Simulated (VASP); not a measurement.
Given:

```xyz
1
Lattice="-1.6213 1.6213 1.6213 1.6213 -1.6213 1.6213 1.6213 1.6213 -1.6213" Properties=species:S:1:pos:R:3 pbc="T T T"
Nb     0.0000     0.0000     0.0000
```

The numbers are results of PW91 GGA, VASP's PBE PAW potentials (set 64) (plane waves; VASP 6.6.1), not measurements. Numerical set-up: 520 eV cut-off, 15×15×15 Γ-centred mesh, first-order Methfessel-Paxton smearing of 0.10 eV, potentials Nb_sv.

Give the stress tensor in GPa (positive for a compressed cell).

```
12.23   0.00   0.00
 0.00  12.23   0.00
 0.00   0.00  12.23
```
The pressure is its mean diagonal, 12.23 GPa.

The compound is Nb in the bcc structure. This cell is one point of a volume scan, at 0.94 of the reference volume.
